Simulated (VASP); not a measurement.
Ta (bcc) is relaxed at rising pressure, each step from the one before. Symmetry mostly holds the structure type, and other phases were not tried. The mesh follows the cell, and a change of mesh leaves a small step in the series.

```cif
data_Ta2
_chemical_formula_sum 'Ta2'
_space_group_name_H-M_alt 'Im-3m'
_space_group_IT_number 229
_space_group_name_Hall '-I 4 2 3'
_cell_length_a 3.25631
_cell_length_b 3.25631
_cell_length_c 3.25631
_cell_angle_alpha 90.000
_cell_angle_beta 90.000
_cell_angle_gamma 90.000
loop_
_atom_site_label
_atom_site_type_symbol
_atom_site_symmetry_multiplicity
_atom_site_Wyckoff_symbol
_atom_site_fract_x
_atom_site_fract_y
_atom_site_fract_z
_atom_site_occupancy
Ta1 Ta 2 a 0.00000 0.00000 0.00000 1
```
(The calculation used a cell of 1 atom; values per cell refer to that cell.)

The numbers are results of LDA (Ceperley-Alder, Perdew-Zunger), VASP's LDA PAW potentials (set 64) (plane waves; VASP), not measurements. Settings: 500 eV cut-off, 16×16×16 Γ-centred mesh, first-order Methfessel-Paxton smearing of 0.10 eV, potentials Ta_pv.

Unless said otherwise, spin-orbit coupling is left out, though it shifts the bands of the heavy elements here.

```
P (GPa)  V (Å³/atom)  H − H(0) (eV/atom)  space group  gap on the mesh (eV)    k-mesh
-------  -----------  ------------------  -----------  --------------------  --------
0              17.26               0.000        Im-3m                  0.00  16×16×16
5                [?]                 [?]        Im-3m                  0.00  16×16×16
10             16.55               1.054        Im-3m                  0.00  16×16×16
20               [?]                 [?]        Im-3m                  0.00  16×16×16
30             15.43               3.046        Im-3m                  0.00  16×16×16
45             14.78               4.459        Im-3m                  0.00  16×16×16
```

Q: Some entries are withheld; supply them.

A: 
- 5, V (Å³/atom): 16.89
- 5, H − H(0) (eV/atom): 0.533
- 20, V (Å³/atom): 15.94
- 20, H − H(0) (eV/atom): 2.067

Pressures at which the relaxation failed are left out.

The compound is Ta in the bcc structure.
